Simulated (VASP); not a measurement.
**Ru: relaxation of cell and atoms with rev-vdW-DF2**

Crystal: Ru.

```
Ru
1.0
     2.70537    0.00000    0.00000
    -1.35268    2.34292    0.00000
     0.00000    0.00000    4.28137
Ru
2
Direct
  0.33333 0.66667 0.25000
  0.66667 0.33333 0.75000
```

```json
{
 "Program": "VASP 6.6.1",
 "Task": "relaxation of cell and atoms",
 "Functional": "rev-vdW-DF2",
 "Potentials or basis": "VASP PAW PBE potentials, release 64 (Ru_pv)",
 "Cutoff": "600 eV",
 "k mesh": "15 × 15 × 9",
 "Occupations": "methfessel-paxton, width 0.1 eV",
 "Spin": "no spin polarisation",
 "Further INCAR settings": "ALGO = Normal; EDIFF = 1e-07; IBRION = 2; EDIFFG = -0.005; NSW = 90; ISIF = 3"
}
```

```yaml
Pressure_after_relaxing: 0.0 GPa
Band_gap_on_the_k_mesh: none (metal or under the smearing width)
```

Final structure:
```cif
data_structure
_symmetry_space_group_name_H-M 'P 1'
_symmetry_Int_Tables_number 1
_cell_length_a 2.7054
_cell_length_b 2.7054
_cell_length_c 4.2814
_cell_angle_alpha 90.000
_cell_angle_beta 90.000
_cell_angle_gamma 120.000
_cell_volume 27.14
loop_
_atom_site_label
_atom_site_type_symbol
_atom_site_fract_x
_atom_site_fract_y
_atom_site_fract_z
_atom_site_occupancy
Ru1 Ru 0.33333 0.66667 0.25000 1
Ru2 Ru 0.66667 0.33333 0.75000 1
```

Levels at points of the mesh, in eV from the Fermi level:
| k point | band 12 | band 13 | band 14 | band 15 | band 16 | band 17 |
| --- | --- | --- | --- | --- | --- | --- |
| (0.00, 0.00, 0.00) | -1.90 | -1.90 | -1.38 | -1.38 | 1.20 | 1.20 |

Run time: 51 s on 1 thread of Intel(R) Xeon(R) Platinum 8488C (Sapphire Rapids) (shared host), peak memory 0.36 GiB.

Caveat: the relaxation stopped at its first step, so nothing moved; the PAW data sets were made with another functional, which shifts forces and pressure a little.
